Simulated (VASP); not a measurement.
Given:

```xyz
2
Lattice="2.7812 0.0000 0.0000 0.0000 2.7812 0.0000 0.0000 0.0000 2.7812" Properties=species:S:1:pos:R:3 pbc="T T T"
Pt     0.0000     0.0000     0.0000
B      1.3906     1.3906     1.3906
```

Level of theory: PBEsol GGA, VASP's PBE PAW potentials (set 64) (plane waves; VASP 6.6.1). Settings: 600 eV cut-off, 12×12×12 Γ-centred mesh, first-order Methfessel-Paxton smearing of 0.10 eV, potentials Pt B.

Energy and stress use the plane-wave basis of the starting cell.

The ions, cell shape and volume at an external pressure of 10.0 GPa are relaxed. Which structure does the run end with?

```xyz
2
Lattice="2.7518 0.0000 0.0000 0.0000 2.7518 0.0000 0.0000 0.0000 2.7518" Properties=species:S:1:pos:R:3 pbc="T T T"
Pt     0.0000     0.0000     0.0000
B      1.3759     1.3759     1.3759
```
Space group Pm-3m (221), at a tolerance of 0.03 Å.

How do energy and volume change from the first to the last step?

The energy (σ→0) changes by +10.2 meV/atom and the volume by -3.1 %, in 4 ionic steps.

The structure was generated: BPt was put into the CsCl type (Pm-3m), which need not be its known phase. This run relaxes it under an external pressure of 10 GPa. Symmetry was kept, so distortions that lower it aren't found. The electron count is odd and the run is not spin-polarised, which forces a metal.
